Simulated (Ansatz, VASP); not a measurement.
# Ti2WSNOF2 (2H-WOS under Ti2NF2 MXene, AA') in two plane-wave programs, part 2 of 3

Wanted: the spread between two codes on one cell, functional and k mesh. Of the first pair: The structure shown is the start of the Ansatz relaxation below; VASP solves that cell, so the two are compared at the walk's first step.

VASP 6.6.1 and Ansatz 0.2.0.

So far: The starting structure; Ansatz: relaxation, PBE with D4.

**3. VASP: single point, PBE with D4, start cell, pair 1**

Level of this step: PBE with D4, zero-moment start; plane waves and PAW (S, W, O, F, Ti_sv, N) (VASP).

The same cell, functional, mesh and smearing now go to VASP, with its own data sets.

Lines of VASP's logs that name or quote its potential files are left out, and so is its time.

Contents of INCAR:

```
SYSTEM = Ti2WSNOF2
PREC = Accurate
ENCUT = 520
EDIFF = 1E-06
NELM = 200
ISMEAR = -1
SIGMA = 0.05
LREAL = .FALSE.
ALGO = Normal
GGA = PE
IVDW = 13
NBANDS = 42
ISPIN = 2
MAGMOM = -0 0 -0 0 0 0 0 -0
LASPH = .TRUE.
LMAXMIX = 4
LORBIT = 11
LWAVE = .FALSE.
LCHARG = .FALSE.
ISIF = 2
LDIPOL = .TRUE.
IDIPOL = 3
DIPOL = 0.5 0.5 0.511
LVHAR = .TRUE.
GGA_COMPAT = .FALSE.
NELMDL = -8
KPAR = 2
```

Contents of POSCAR:

```
Ti2WSNOF2
1.0
    3.0408480000      0.0000000000      0.0000000000
   -1.5204240000      2.6334520000      0.0000000000
    0.0000000000      0.0000000000     51.3945900000
S W O F Ti N
1 1 1 2 2 1
Direct
    0.3333332068      0.6666664135      0.4008203976
    0.0000000000      0.0000000000      0.4360802178
    0.3333332068      0.6666664135      0.4596243301
    0.0000000000      0.0000000000      0.5141047725
    0.6666666034      0.3333332068      0.5991796024
    0.6666666034      0.3333332068      0.5333895455
    0.0000000000      0.0000000000      0.5798948294
    0.3333332068      0.6666664135      0.5566421874
```

Contents of KPOINTS:

```
Automatic mesh
0
Gamma
12 12 1
0 0 0
```

PAW data sets: S, W, O, F, Ti_sv and N (PBE family, release 64).

Launch:

```
> mpirun -np 2 vasp_std
```

Numbers of over 12 decimals in the logs are rounded to 6 here.

What it wrote:

```text
[banner, memory and clock lines left out]
running    2 mpi-ranks, on    1 nodes
 distrk:  each k-point on    1 cores,    2 groups
 distr:  one band on    1 cores,    1 groups

 POSCAR found type information on POSCAR S W O F TiN
 POSCAR found :  6 types and       8 ions
 LDA part: xc-table for (Slater+PW92), standard interpolation
|                                                                             |
|           W    W    AA    RRRRR   N    N  II  N    N   GGGG   !!!           |
|           W    W   A  A   R    R  NN   N  II  NN   N  G    G  !!!           |
|           W    W  A    A  R    R  N N  N  II  N N  N  G       !!!           |
|           W WW W  AAAAAA  RRRRR   N  N N  II  N  N N  G  GGG   !            |
|           WW  WW  A    A  R   R   N   NN  II  N   NN  G    G                |
|           W    W  A    A  R    R  N    N  II  N    N   GGGG   !!!           |
|                                                                             |
|     One of the lattice vectors is very long (>50 A), but AMIN is rather     |
|     large. This can spoil convergence since charge sloshing might occur     |
|     along the long lattice vector. If problems with convergence are         |
|     observed, try to decrease AMIN to a smaller value (e.g. 0.01).          |
|     Note: This warning only applies if the self-consistency cycle is        |
|     used.                                                                   |
|                                                                             |

 POSCAR, INCAR and KPOINTS ok, starting setup
 FFT: planning ... GRIDC
 FFT: planning ... GRID_SOFT
 FFT: planning ... GRID
 WAVECAR not read
 entering main loop
       N       E                     dE             d eps       ncg     rms          rms(c)
DAV:   1     0.669707593940E+03    0.66971E+03   -0.28013E+04  3744   0.121E+03
DAV:   2     0.279308066251E+02   -0.64178E+03   -0.61981E+03  4136   0.352E+02
DAV:   3    -0.689688786484E+02   -0.96900E+02   -0.95359E+02  4434   0.143E+02
DAV:   4    -0.761195317510E+02   -0.71507E+01   -0.71119E+01  5166   0.371E+01
DAV:   5    -0.766470894476E+02   -0.52756E+00   -0.52697E+00  4758   0.669E+00
DAV:   6    -0.766623004101E+02   -0.15211E-01   -0.15207E-01  4862   0.143E+00
DAV:   7    -0.766630873786E+02   -0.78697E-03   -0.78688E-03  4792   0.222E-01
DAV:   8    -0.766630969769E+02   -0.95983E-05   -0.95961E-05  4872   0.334E-02    0.355E+01
DAV:   9    -0.654906937176E+02    0.11172E+02   -0.64722E+01  4558   0.554E+01    0.124E+01
DAV:  10    -0.650325200050E+02    0.45817E+00   -0.96788E+00  4382   0.206E+01    0.111E+01
DAV:  11    -0.724263855321E+02   -0.73939E+01   -0.44290E+01  4908   0.166E+01    0.202E+01
DAV:  12    -0.672656085352E+02    0.51608E+01   -0.77545E+01  4638   0.172E+01    0.895E+00
DAV:  13    -0.651983460494E+02    0.20673E+01   -0.17684E+01  4114   0.131E+01    0.587E+00
DAV:  14    -0.649955037610E+02    0.20284E+00   -0.19201E+00  4460   0.895E+00    0.476E+00
[...]
DAV:  30    -0.646535185953E+02    0.25696E-03   -0.52665E-05  4136   0.665E-02    0.296E-01
DAV:  31    -0.646517360554E+02    0.17825E-02   -0.84938E-05  4434   0.471E-02    0.185E-01
DAV:  32    -0.646512807492E+02    0.45531E-03   -0.15258E-04  3966   0.214E-02    0.141E-01
DAV:  33    -0.646507492014E+02    0.53155E-03   -0.95444E-05  3948   0.305E-02    0.670E-02
DAV:  34    -0.646506721314E+02    0.77070E-04   -0.58018E-05  4058   0.435E-02    0.278E-02
DAV:  35    -0.646507083852E+02   -0.36254E-04   -0.11124E-05  3632   0.150E-02    0.320E-02
DAV:  36    -0.646506987729E+02    0.96123E-05   -0.11804E-06  3050   0.713E-03    0.204E-02
DAV:  37    -0.646506987701E+02    0.27976E-08   -0.26869E-06  3682   0.919E-03
   1 F= -.66374133E+02 E0= -.66362422E+02  d E =-.234229E-01  mag=    -0.0010
```

OUTCAR, selected parts (step 3):

```text
ion  position               nearest neighbor table
   1  0.333  0.667  0.401-   2 2.52   2 2.52   2 2.52
   2  0.000  0.000  0.436-   3 2.13   3 2.13   3 2.13   1 2.52   1 2.52   1 2.52
   3  0.333  0.667  0.460-   2 2.13   2 2.13   2 2.13
   4  0.000  0.000  0.514-   6 2.02   6 2.02   6 2.02
   5  0.667  0.333  0.599-   7 2.02   7 2.02   7 2.02
   6  0.667  0.333  0.533-   4 2.02   4 2.02   4 2.02   8 2.12   8 2.12   8 2.12
   7  0.000  0.000  0.580-   5 2.02   5 2.02   5 2.02   8 2.12   8 2.12   8 2.12
   8  0.333  0.667  0.557-   7 2.12   6 2.12   6 2.12   7 2.12   7 2.12   6 2.12

  LATTYP: Found a hexagonal cell.
 ALAT       =     3.0408480000
 C/A-ratio  =    16.9014005304

 Subroutine GETGRP returns: Found  6 space group operations
 (whereof  6 operations were pure point group operations)

The static configuration has the point symmetry C_3v.

 Found     19 irreducible k-points:

   k-points           NKPTS =     19   k-points in BZ     NKDIM =     19   number of bands    NBANDS=     42

   dimension x,y,z NGX =    24 NGY =   24 NGZ =  384
   dimension x,y,z NGXF=    48 NGYF=   48 NGZF=  768

   ENCUT  =  520.0 eV  38.22 Ry    6.18 a.u.   5.65  5.65 95.56*2*pi/ulx,y,z

   NELECT =      61.0000    total number of electrons

 k-points in reciprocal lattice and weights: Automatic mesh
   0.00000000  0.00000000  0.00000000       0.007
   0.08333333  0.00000000  0.00000000       0.042
   0.16666667  0.00000000  0.00000000       0.042
   0.25000000  0.00000000  0.00000000       0.042
   0.33333333 -0.00000000  0.00000000       0.042
   0.41666667 -0.00000000  0.00000000       0.042
   0.50000000  0.00000000  0.00000000       0.021
   0.08333333  0.08333333  0.00000000       0.042
   0.16666667  0.08333333  0.00000000       0.083
[...]
0.33333333  0.25000000  0.00000000       0.083
   0.33333333  0.33333333  0.00000000       0.014

 dipolmoment           0.000000      0.000000     -0.063335 electrons x Angstroem

 average (electrostatic) potential at core
       1 -93.6060       2 -48.3515       3 -77.7092       4 -83.4946       5 -83.9087
       6 -82.5220       7 -82.4522       8 -70.3164

 E-fermi :  -0.2756

 spin component 1
 k-point     1 :       0.0000    0.0000    0.0000
  band No.  band energies     occupation
    ...
     28      -2.9813      1.00000
     29      -1.7886      1.00000
     30      -0.8588      0.99999
     31      -0.8588      0.99999
     32      -0.5344      0.99439
     33       0.3954      0.00000
     34       0.3954      0.00000
     35       0.6126      0.00000
     36       0.6126      0.00000
     37       0.6413      0.00000
    ...

 k-point     2 :       0.0833    0.0000    0.0000
  band No.  band energies     occupation
    ...
     28      -3.0639      1.00000
     29      -1.8736      1.00000
     30      -0.9332      1.00000
     31      -0.7237      0.99987
     32      -0.4972      0.98824
     33       0.3674      0.00000
     34       0.3869      0.00000
     35       0.4539      0.00000
     36       0.5441      0.00000
     37       0.7129      0.00000
    ...

 k-point     3 :       0.1667    0.0000    0.0000
  band No.  band energies     occupation
    ...
     27      -4.0317      1.00000
     28      -3.2156      1.00000
     29      -2.2228      1.00000
     30      -1.2464      1.00000
     31      -0.3918      0.91082
     32      -0.2638      0.44144
     33       0.0188      0.00277
     34       0.3800      0.00000
     35       0.4519      0.00000
     36       0.6313      0.00000
    ...

 k-point     4 :       0.2500    0.0000    0.0000
  band No.  band energies     occupation
    ...
     26      -4.9409      1.00000
     27      -4.5346      1.00000
     28      -3.2890      1.00000
     29      -2.7185      1.00000
     30      -1.6252      1.00000
     31      -0.1280      0.04960
     32       0.0149      0.00299
     33       0.0802      0.00081
     34       0.3638      0.00000
     35       0.4784      0.00000
    ...

 k-point     5 :       0.3333   -0.0000    0.0000
  band No.  band energies     occupation
    ...
     26      -5.0577      1.00000
     27      -4.6546      1.00000
     28      -3.2686      1.00000
     29      -2.9929      1.00000
     30      -1.9495      1.00000
     31       0.0083      0.00341
     32       0.2909      0.00001
     33       0.4193      0.00000
     34       0.4688      0.00000
     35       0.7121      0.00000
    ...

 k-point     6 :       0.4167   -0.0000    0.0000
  band No.  band energies     occupation
    ...
     26      -5.1100      1.00000
     27      -4.6589      1.00000
     28      -3.2319      1.00000
     29      -2.9237      1.00000
     30      -2.1666      1.00000
     31       0.2310      0.00004
     32       0.2998      0.00001
     33       0.7454      0.00000
     34       0.7704      0.00000
     35       0.9827      0.00000
    ...

  DFT-D4 for vdW energy calculation

  Edisp (eV):   -1.72343

  Total      -1.67708    -1.67708    -6.39282     0.00000     0.00000    -0.00000
  in kB      -6.52872    -6.52872   -24.88661     0.00000     0.00000    -0.00000
  external pressure =      -12.65 kB  Pullay stress =        0.00 kB

  energy-cutoff  :      520.00
  volume of cell :      411.56
      direct lattice vectors                 reciprocal lattice vectors
     3.040848000  0.000000000  0.000000000     0.328855635  0.189864862  0.000000000
    -1.520424000  2.633452000  0.000000000     0.000000000  0.379729724  0.000000000
     0.000000000  0.000000000 51.394590000     0.000000000  0.000000000  0.019457301

 POSITION                                       TOTAL-FORCE (eV/Angst)
 -----------------------------------------------------------------------------------
      0.00000      1.75563     20.60000        -0.000000      0.000000      3.123096
      0.00000      0.00000     22.41216        -0.000000     -0.000000     -2.064999
      0.00000      1.75563     23.62220         0.000000      0.000000     -0.946195
      0.00000      0.00000     26.42220         0.000000      0.000000     -2.633321
      1.52042      0.87782     30.79459         0.000000     -0.000000      3.152666
      1.52042      0.87782     27.41334        -0.000000     -0.000000      4.450970
      0.00000      0.00000     29.80346        -0.000000     -0.000000     -5.079081
      0.00000      1.75563     28.60840         0.000000     -0.000000     -0.003137
 -----------------------------------------------------------------------------------
    total drift:                               -0.000000      0.002652      0.000243

  FREE ENERGIE OF THE ION-ELECTRON SYSTEM (eV)
  ---------------------------------------------------
  free  energy   TOTEN  =       -66.3741333584 eV

  energy  without entropy=      -66.3507104332  energy(sigma->0) =      -66.36242190

 vacuum level on the upper side and lower side of the slab         1.907         3.339

 total charge
# of ion       s       p       d       tot
------------------------------------------
    1        1.371   2.282   0.000   3.653
    2        0.514   0.655   4.001   5.170
    3        1.572   3.373   0.000   4.946
    4        1.740   4.408   0.000   6.148
    5        1.738   4.415   0.000   6.153
    6        2.158   6.178   2.009  10.345
    7        2.158   6.175   2.040  10.373
    8        1.242   2.492   0.000   3.734
--------------------------------------------------
tot         12.494  29.978   8.049  50.522

 magnetization (x)
# of ion       s       p       d       tot
------------------------------------------
    1       -0.000  -0.000   0.000  -0.000
    2       -0.000  -0.000  -0.000  -0.000
    3        0.000   0.000   0.000   0.000
    4        0.000   0.000   0.000   0.000
    5        0.000   0.000   0.000   0.000
    6       -0.000  -0.000  -0.000  -0.000
    7        0.000   0.000   0.000   0.000
    8        0.000   0.000   0.000   0.000
--------------------------------------------------
tot          0.000   0.000  -0.000  -0.000

[... 6 further parts left out ...]
```

This run allows spin, but its moments start at zero, where symmetry between the spins tends to hold them, although W and Ti can carry a moment. Its electron count is odd, so without a moment it is a metal by construction. The data set W keeps the semicore shell frozen, which is cheaper and a little less accurate.

**4. Differences**

Known differences besides the potentials themselves: Ansatz cuts the interaction across the vacuum, VASP repeats the sheet with a dipole correction; the data sets hold 69 valence electrons in Ansatz (on its default PAW (the set named soft_2) files) and 61 in VASP; the cutoff is 420 eV in Ansatz and 520 eV in VASP. Total energies have different zeros and are not compared.

Forces (eV/Å; atoms numbered as in POSCAR):

```csv
atom,"Ansatz x, y, z","VASP x, y, z"
S1,"0.000, 0.000, 3.037","0.000, 0.000, 3.123"
W2,"0.000, 0.000, -1.977","0.000, 0.000, -2.065"
O3,"0.000, 0.000, -0.946","0.000, 0.000, -0.946"
F4,"0.000, 0.000, -2.604","0.000, 0.000, -2.633"
F5,"0.000, 0.000, 3.111","0.000, 0.000, 3.153"
Ti6,"0.000, 0.000, 4.426","0.000, 0.000, 4.451"
Ti7,"0.000, 0.000, -5.043","0.000, 0.000, -5.079"
N8,"0.000, 0.000, -0.005","0.000, 0.000, -0.003"
```

The forces differ by 29 meV/Å r.m.s., which is 1.6 % of the r.m.s. force of 1.796 eV/Å (both taken over all components). VASP's last cycles still show a density residual of 2e-03, so its state may not be settled. Moments aren't recorded for both runs of this pair, so they may hold unlike magnetic states. With vacuum in the cell, a pressure given here is an average over mostly empty space and none of the material.

**5. Ansatz: relaxation, PBE with D4**

This run makes the geometry at which the two programs are then compared.

The structure compared here is the end of the Ansatz relaxation.

Contents of input.yaml:

```yaml
crystal:
  lattice:
    - [3.040848, 0.0, 0.0]
    - [-1.520424, 2.633451617, 0.0]
    - [0.0, 0.0, 51.3945901266]
  atoms:
    - { symbol: S, position: [0.3333333333, 0.6666666667, 0.4008203966] }
    - { symbol: W, position: [0.0, 0.0, 0.4360802105] }
    - { symbol: O, position: [0.3333333333, 0.6666666667, 0.4596243262] }
    - { symbol: F, position: [0.0, 0.0, 0.5141047685] }
    - { symbol: Ti, position: [0.6666666667, 0.3333333333, 0.5333895419], spin: 1.0 }
    - { symbol: "N", position: [0.3333333333, 0.6666666667, 0.5566421859] }
    - { symbol: Ti, position: [0.0, 0.0, 0.57989483], spin: 1.0 }
    - { symbol: F, position: [0.6666666667, 0.3333333333, 0.5991796034] }
  periodic: [true, true, false]
magnetization:
  spin_polarized: true
kpoints:
  mp_grid: { grid: [12, 12, 1] }
hamiltonian:
  xc: pbe
  dispersion: d4
scf:
  occupations: { method: fermi_dirac, width: 0.05 }
  convergence: { dr2_threshold: 1.0e-09 }
relax:
  f_tol: 0.004
  max_steps: 90
  cell: {}
output:
  write_potential: true
  write_density: true
  volumetric_format: npy
```

Launch:

```
> ansatz run input.yaml --threads 4 --pin off --max-ram 6144MiB --backend cpu --events-out ev --progress --plain --runs-dir out
```

What it wrote:

```text
[...]
Crystal: 8 atoms, lattice volume = 411.564 Å³
Basis set: ecut = 420 eV, 7947 PW (Γ), exchange–correlation on 48×48×720 points (8 copies of the dense FFT grid, shifted against one another)
Bands: 44, of which v1, the nominal top of the filled ones, is band 35 counted from 1 (34 counted from 0)
[...]
atoms:
    - { symbol: S, position: [0.333333, 0.666667, 0.406480] }
[...]
- { symbol: O, position: [0.333333, 0.666667, 0.460761] }
    - { symbol: F, position: [-3.0166803064915166e-17, -3.238150488544194e-17, 0.509443] }
    - { symbol: Ti, position: [0.666667, 0.333333, 0.533662] }
    - { symbol: N, position: [0.333333, 0.666667, 0.554813] }
[...]
- { symbol: F, position: [0.666667, 0.333333, 0.600465] }
[key lines of the parts left out:]
SCF converged after 4 iterations
Magnetization: 0.0000 μB (34.5000 up, 34.5000 down)
Free energy (F): -18864.317675 eV
Fermi energy:    -3.870693 eV
P = ½ c Tr σ = -0.0074 N/m
```

(Part 2 of 3 ends here.)

[Lines on the potential files, build, host, timing and source positions are cut from VASP's logs without a mark.]

[Logs are printed without paths, hosts, clocks, repeated set-up lines and the standing remarks that a program may print on its own settings, such as how far it seeks lower states.]

[Hosts, paths, dates, database ids (printed as entryN), source tags and the programs' standing remarks are cut or masked in the printed files.]
